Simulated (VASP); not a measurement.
Runs of VASP 6.6.1 on Yb. It takes space group Fm-3m (No. 225, cubic). Conventional cell: a = 5.490 Å, b = 5.490 Å, c = 5.490 Å, α = 90.00°, β = 90.00°, γ = 90.00°. Yb (site symmetry m-3m) is surrounded by 12 Yb at 3.88 Å. 

```tsv
task	cell	k mesh	cutoff (eV)	smearing	gap on the mesh (eV)	pressure (GPa)
relaxation of cell and atoms	relaxed	12 × 12 × 12	600	gaussian 0.01 eV	0.04	0.0
single point	Fm-3m, 35.63 Å³/atom	14 × 14 × 14	520	gaussian 0.15 eV	0.02	0.9
single point	Fm-3m, 35.63 Å³/atom	16 × 16 × 16	520	gaussian 0.15 eV	(b)	-0.2
single point	Fm-3m, 35.63 Å³/atom	12 × 12 × 12	520	gaussian 0.01 eV	(a)	-0.2
```

Alike in all rows: level PBE; potentials or basis VASP PAW PBE potentials, release 64 (Yb); no spin polarisation.

Problem. Estimate the missing entries.

Solution. (a) 0.03; (b) none.

Caveats: spin-orbit coupling is left out, which moves the levels of the heavy elements (some runs).

A k mesh can miss the band edges, and the runs leave out spin-orbit coupling on Yb.
